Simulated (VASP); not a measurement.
```yaml
crystal:
  lattice:
    - [3.81555, 0.00000, 0.00000]
    - [0.00000, 3.81555, 0.00000]
    - [0.00000, 0.00000, 3.81555]
  atoms:
    - { symbol: Sr, position: [0.00000, 0.00000, 0.00000] }
    - { symbol: V, position: [0.50000, 0.50000, 0.50000] }
    - { symbol: O, position: [0.50000, 0.00000, 0.50000] }
    - { symbol: O, position: [0.00000, 0.50000, 0.50000] }
    - { symbol: O, position: [0.50000, 0.50000, 0.00000] }
```

Method: PBEsol GGA, VASP's PBE PAW potentials (set 64) (plane waves; VASP). Run with 520 eV cut-off, Gaussian smearing of 0.050 eV, potentials Sr_sv V_sv O.

**Question.** Predict the band gap (along the path) with the smallest direct gap where there is one.

**Answer.** 
```
Quantity                                                      Value
-------------------------  ----------------------------------------
band gap (along the path)  none (metal, semimetal or under 0.01 eV)
```

Total energies compare only between runs with the same potentials, cut-off and functional.

The compound is SrVO3 in the cubic perovskite structure. It was relaxed first. The run is not spin-polarised, so no magnetic state was tried. The electron count is odd and the run is not spin-polarised, which forces a metal.
